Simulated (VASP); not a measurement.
```
PtB
1.0
    2.80739     0.00000     0.00000
    0.00000     2.80739     0.00000
    0.00000     0.00000     2.80739
Pt B
1 1
Direct
  0.00000   0.00000   0.00000
  0.50000   0.50000   0.50000
```

The numbers are results of PBE GGA, VASP's PBE PAW potentials (set 64) (plane waves; VASP), not measurements. Settings: 520 eV cut-off, 14×14×14 Γ-centred mesh, tetrahedra with Blöchl corrections, potentials Pt B.

Unless said otherwise, spin-orbit coupling is left out, though it shifts the bands of the heavy elements here.

Problem. Estimate the energy per atom (σ→0), band gap (on the k-mesh) with the smallest direct gap where there is one.

Solution. 
The band gap (on the k-mesh) is none (metal, semimetal or under 0.01 eV) and the energy per atom (σ→0) is -5.812 eV/atom.

Total energies compare only between runs with the same potentials, cut-off and functional.

The structure was generated: PtB was put into the CsCl type type (Pm-3m), which need not be its known phase. It was relaxed first, which changed the volume by -5 %. The electron count is odd and the run is not spin-polarised, which forces a metal.
